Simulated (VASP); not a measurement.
**CrGe2 (relaxed from the fluorite structure, space group Fm-3m): computed properties**

Calculation: r2SCAN meta-GGA, VASP's PBE PAW potentials (set 64) (plane waves; VASP 6.6.1).

```yaml
space_group: Fm-3m (225)
cell: a = 5.986 Å, b = 5.986 Å, c = 5.986 Å, α = 90.00°, β = 90.00°, γ = 90.00°
volume_per_atom: 17.87 Å^3/atom
band gap (over mesh and band path): none (metal, semimetal or under 0.01 eV)
cell_moment: 3.41 μB
density: 6.11 g/cm³
```

```
CrGe2
1.0
    0.00000     2.99294     2.99294
    2.99294     0.00000     2.99294
    2.99294     2.99294     0.00000
Cr Ge
1 2
Direct
  0.00000   0.00000   0.00000
  0.25000   0.25000   0.25000
  0.75000   0.75000   0.75000
```
Starting moments (μB, in the order of the record's atoms Cr Ge Ge): 3.4 0.0 0.0.

The moments were started parallel, and other spin orders were not tried in this run.

The structure was generated: CrGe2 was put into the fluorite type (Fm-3m), which need not be its known phase. It was relaxed first. Symmetry was kept, so distortions that lower it aren't found.
